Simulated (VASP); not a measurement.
OSZICAR of a VASP run on Si2Ni (space group Fm-3m):

OSZICAR:
```
       N       E                     dE             d eps       ncg     rms          rms(c)
DAV:   1     0.474916214911E+02    0.47492E+02   -0.54872E+03  1984   0.838E+02
DAV:   2    -0.166134054378E+02   -0.64105E+02   -0.59195E+02  2092   0.186E+02
DAV:   3    -0.188479790021E+02   -0.22346E+01   -0.21878E+01  2608   0.382E+01
DAV:   4    -0.188808800963E+02   -0.32901E-01   -0.32883E-01  2304   0.475E+00
DAV:   5    -0.188816954277E+02   -0.81533E-03   -0.81526E-03  2550   0.729E-01    0.187E+01
DAV:   6    -0.238370283055E+02   -0.49553E+01   -0.46956E+01  2164   0.158E+02    0.240E+01
DAV:   7    -0.174290262745E+02    0.64080E+01   -0.14521E+01  2446   0.100E+02    0.371E+00
DAV:   8    -0.174078966620E+02    0.21130E-01   -0.19012E+00  2842   0.206E+01    0.273E+00
DAV:   9    -0.173603030214E+02    0.47594E-01   -0.27768E-01  2360   0.106E+01    0.613E-01
DAV:  10    -0.173578471865E+02    0.24558E-02   -0.10967E-02  2632   0.201E+00    0.304E-01
DAV:  11    -0.173577794456E+02    0.67741E-04   -0.15034E-03  2950   0.554E-01    0.179E-01
DAV:  12    -0.173578357759E+02   -0.56330E-04   -0.12148E-04  2226   0.125E-01    0.527E-02
DAV:  13    -0.173578520043E+02   -0.16228E-04   -0.17744E-05  2392   0.371E-02    0.141E-02
DAV:  14    -0.173578560480E+02   -0.40437E-05   -0.47048E-06  2170   0.286E-02    0.895E-03
DAV:  15    -0.173578562903E+02   -0.24230E-06   -0.12106E-06  1894   0.136E-02
   1 F= -.17357856E+02 E0= -.17357496E+02  d E =-.173579E+02  mag=     0.0000
       N       E                     dE             d eps       ncg     rms          rms(c)
DAV:   1    -0.178770102334E+02   -0.51915E+00   -0.44779E+00  2080   0.426E+01    0.676E+00
DAV:   2    -0.189328147100E+02   -0.10558E+01   -0.88827E+00  2490   0.759E+01    0.117E+01
DAV:   3    -0.173891005380E+02    0.15437E+01   -0.49958E+00  2292   0.493E+01    0.192E+00
DAV:   4    -0.173676967861E+02    0.21404E-01   -0.14917E-01  2384   0.567E+00    0.808E-01
DAV:   5    -0.173618724830E+02    0.58243E-02   -0.72503E-03  3126   0.126E+00    0.255E-01
DAV:   6    -0.173613205728E+02    0.55191E-03   -0.68554E-04  2886   0.500E-01    0.648E-02
DAV:   7    -0.173613210296E+02   -0.45688E-06   -0.89872E-05  2934   0.120E-01    0.160E-02
DAV:   8    -0.173613210026E+02    0.27004E-07   -0.30303E-06  1978   0.193E-02
   2 F= -.17361321E+02 E0= -.17361002E+02  d E =-.346471E-02  mag=    -0.0000
       N       E                     dE             d eps       ncg     rms          rms(c)
DAV:   1    -0.174791997287E+02   -0.11788E+00   -0.89960E-01  2164   0.188E+01    0.326E+00
DAV:   2    -0.177397519205E+02   -0.26055E+00   -0.23540E+00  2300   0.366E+01    0.530E+00
DAV:   3    -0.173687258461E+02    0.37103E+00   -0.97712E-01  2384   0.261E+01    0.358E-01
DAV:   4    -0.173698108508E+02   -0.10850E-02   -0.36756E-02  2288   0.146E+00    0.375E-01
DAV:   5    -0.173683571937E+02    0.14537E-02   -0.33273E-03  2468   0.132E+00    0.559E-02
DAV:   6    -0.173683707003E+02   -0.13507E-04   -0.16630E-04  2332   0.105E-01    0.266E-02
DAV:   7    -0.173683724127E+02   -0.17124E-05   -0.10620E-05  2218   0.323E-02    0.591E-03
DAV:   8    -0.173683720854E+02    0.32735E-06   -0.60890E-07  1136   0.773E-03
   3 F= -.17368372E+02 E0= -.17368005E+02  d E =-.105158E-01  mag=    -0.0000
```

Which electronic solver shows in the log?

It is blocked Davidson (ALGO = Normal, or the opening steps of other solvers). The INCAR had ALGO = Normal.

How was spin treated?

Collinear spin (ISPIN = 2): the summary line carries one mag value, 0.00 μB in the cell.

Can the final energy be trusted as converged?

The run converged. It stopped with EDIFF = 1E-6, NELM = 100, NSW = 50 and EDIFFG = -0.01 after 3 ionic steps (PBE GGA, plane waves, VASP's PBE PAW potentials (set 64)). At this cut-off the stress carries a Pulay error, which pulls relaxed volumes low. Energy and stress use the plane-wave basis of the starting cell.

The structure comes from a measured Si2Ni entry (Fm-3m) of the Crystallography Open Database, whose conditions weren't checked. This run relaxes it. Symmetry was kept, so distortions that lower it aren't found. The run is one of a series of settings (EDIFFG = -0.01, IBRION = 2, ISIF = 3, NSW = 50 against the base run), some of them coarse on purpose.
